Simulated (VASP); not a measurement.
Given:

```
CELL_PARAMETERS angstrom
      4.00936     0.00000     0.00000
      0.00000     4.00936     0.00000
      0.00000     0.00000     4.00936
ATOMIC_POSITIONS crystal
  K  0.00000 0.00000 0.00000
  Ta 0.50000 0.50000 0.50000
  O  0.50000 0.00000 0.50000
  O  0.00000 0.50000 0.50000
  O  0.50000 0.50000 0.00000
```

Level of theory: PBE GGA with D3 dispersion (Becke-Johnson damping), VASP's PBE PAW potentials (set 64) (plane waves; VASP). Run with 520 eV cut-off, 6×6×6 Γ-centred mesh, Gaussian smearing of 0.050 eV, potentials K_sv Ta_pv O.

Question: Give the energy at these volumes per atom, relative to the lowest: 12.11, 12.49, 12.88, 13.27, 13.65 Å³.

Answer: 32.5, 7.9, 0.0, 6.3, 24.6 meV/atom. A third-order Birch-Murnaghan fit gives B0 = 195 GPa and B0′ = 4.5.

Measured: bulk modulus 220 GPa (computed value off by -11.4 %), as given by S. Tinte et al., Physical review. B, Condensed matter (1998), arXiv:cond-mat/9809379. The calculation is for a static lattice, while the measured bulk modulus holds thermal and zero-point effects, which are part of the difference.

The compound is KTaO3 in the cubic perovskite structure. It was relaxed first.
